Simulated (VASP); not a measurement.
All values below come from RPBE GGA, VASP's PBE PAW potentials (set 64) (plane waves; VASP 6.6.1).

A VASP calculation is set up with these files.

**KPOINTS**
```
k-points along high-symmetry lines
15
Line-mode
Reciprocal
  0.000000   0.000000   0.000000 ! GAMMA
  0.000000   0.500000   0.000000 ! X

  0.000000   0.500000   0.000000 ! X
  0.500000   0.500000   0.000000 ! M

  0.500000   0.500000   0.000000 ! M
  0.000000   0.000000   0.000000 ! GAMMA

  0.000000   0.000000   0.000000 ! GAMMA
  0.500000   0.500000   0.500000 ! R

  0.500000   0.500000   0.500000 ! R
  0.000000   0.500000   0.000000 ! X

  0.500000   0.500000   0.500000 ! R
  0.500000   0.500000   0.000000 ! M
```

File POSCAR:
```
KTaO3
1
    4.0595306032     0.0000000000     0.0000000000
    0.0000000000     4.0595306032     0.0000000000
    0.0000000000     0.0000000000     4.0595306032
K Ta O
1 1 3
Direct
  0.0000000000   0.0000000000   0.0000000000
  0.5000000000   0.5000000000   0.5000000000
  0.5000000000   0.0000000000   0.5000000000
  0.0000000000   0.5000000000   0.5000000000
  0.5000000000   0.5000000000   0.0000000000
```

INCAR:
```
SYSTEM = KTaO3
PREC = Accurate; ENCUT = 520; LREAL = F
LASPH = T; ICHARG = 11
EDIFF = 1E-7; NELM = 100; ALGO = Normal
LMAXMIX = 6
ISMEAR = 0; SIGMA = 0.05
GGA = RP
LWAVE = F; LCHARG = F; LORBIT = 11
```

POTCAR, in this order: K_sv Ta_pv O (PBE.64 set). Program: vasp_std. Read from the step before: CHGCAR.

The resulting files:

File OSZICAR:
```
       N       E                     dE             d eps       ncg     rms          rms(c)
DAV:   1     0.329390307883E+03    0.32939E+03   -0.21861E+04  4140   0.168E+03
DAV:   2    -0.182378023486E+02   -0.34763E+03   -0.34168E+03  4961   0.444E+02
DAV:   3    -0.374339374881E+02   -0.19196E+02   -0.18929E+02  5324   0.973E+01
DAV:   4    -0.379940486070E+02   -0.56011E+00   -0.55981E+00  7136   0.148E+01
DAV:   5    -0.379994680181E+02   -0.54194E-02   -0.54189E-02  5373   0.124E+00
DAV:   6    -0.379997143161E+02   -0.24630E-03   -0.24629E-03  6383   0.161E-01
DAV:   7    -0.379997165836E+02   -0.22676E-05   -0.22675E-05  5478   0.185E-02
DAV:   8    -0.379997166203E+02   -0.36700E-07   -0.36732E-07  5231   0.236E-03
   1 F= -.37999717E+02 E0= -.37999717E+02  d E =-.317629E-20
```

### OUTCAR
```
 val. band max:        1.6042572825   @ k =   0.5000   0.5000   0.5000

 cond. band min:       3.7096808786   @ k =   0.0000   0.0000   0.0000



 k-point     1 :       0.0000    0.0000    0.0000
  band No.  band energies     occupation
      1     -32.8124      2.00000
      2     -32.8124      2.00000
      3     -32.8124      2.00000
      4     -25.9012      2.00000
      5     -15.8382      2.00000
      6     -15.1664      2.00000
      7     -15.1664      2.00000
      8      -9.3844      2.00000
      9      -9.3844      2.00000
     10      -9.3844      2.00000
     11      -0.8231      2.00000
     12      -0.8231      2.00000
     13      -0.8231      2.00000
     14       0.6323      2.00000
     15       0.6323      2.00000
     16       0.6323      2.00000
     17       0.9720      2.00000
     18       0.9720      2.00000
     19       0.9720      2.00000
     20       3.7097      0.00000
     21       3.7097      0.00000
     22       3.7097      0.00000
     23       7.7561      0.00000

 k-point     2 :       0.0000    0.0357    0.0000
  band No.  band energies     occupation
      1     -32.8133      2.00000
      2     -32.8124      2.00000
      3     -32.8124      2.00000
      4     -25.9010      2.00000
      5     -15.8340      2.00000
      6     -15.1664      2.00000
      7     -15.1614      2.00000
      8      -9.3841      2.00000
      9      -9.3841      2.00000
     10      -9.3831      2.00000
     11      -0.8523      2.00000
     12      -0.8239      2.00000
     13      -0.8239      2.00000
     14       0.6139      2.00000
     15       0.6139      2.00000
     16       0.6271      2.00000
     17       0.9309      2.00000
     18       0.9617      2.00000
     19       0.9617      2.00000
     20       3.7112      0.00000
     21       3.7504      0.00000
     22       3.7504      0.00000
     23       7.7589      0.00000

 k-point     3 :       0.0000    0.0714    0.0000
  band No.  band energies     occupation
...
```

The density is held fixed in this step, so its total energy and stress have no physical meaning. Unless said otherwise, spin-orbit coupling is left out, though it shifts the bands of the heavy elements here.

The compound is KTaO3 in the cubic perovskite structure. It was relaxed first, which changed the volume by +5 %.
